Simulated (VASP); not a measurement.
Calculation: AM05 GGA, VASP's PBE PAW potentials (set 64) (plane waves; VASP 6.6.1).

A VASP calculation is set up with these files.

**KPOINTS**
```
Automatic mesh
0
Gamma
15 15 15
0 0 0
```

INCAR:
```
LASPH=.TRUE.   ! aspherical one-centre terms
NEDOS=601   ! DOS grid
LREAL=.FALSE.   ! projection in real space or not
SYSTEM=ZrC
ENCUT=520
EDIFF=1E-7   ! SCF stop (eV)
LMAXMIX=4   ! l cut-off of mixed one-centre charges
GGA=AM   ! AM05
LORBIT=11   ! lm-projected
PREC=Accurate
ISMEAR=-5
LWAVE=.FALSE.
NELM=100   ! most electronic steps
ISIF=2   ! forces and stress, cell fixed
ALGO=Normal   ! blocked Davidson
LCHARG=.TRUE.
```

File POSCAR:
```
ZrC
3.2999090
  0.0000000000   0.7071068280   0.7071068280
  0.7071068280   0.0000000000   0.7071068280
  0.7071068280   0.7071068280   0.0000000000
Zr C
1 1
Cart
  0.0000000000   0.0000000000   0.0000000000
  0.7071068280   0.7071068280   0.7071068280
```

POTCAR, in this order: Zr_sv C (PBE.64 set). Program: vasp_std.

Q: What will the output report for the number of irreducible k-points (NKPTS), largest plane-wave count, number of space-group operations, FFT grid (NGX, NGY, NGZ)?

A: 
```
Property                                       Value
--------------------------------------  ------------
number of irreducible k-points (NKPTS)           120
largest plane-wave count                         701
number of space-group operations                  48
FFT grid (NGX, NGY, NGZ)                28 × 28 × 28
```

The compound is ZrC in the rock salt structure. It was relaxed first.
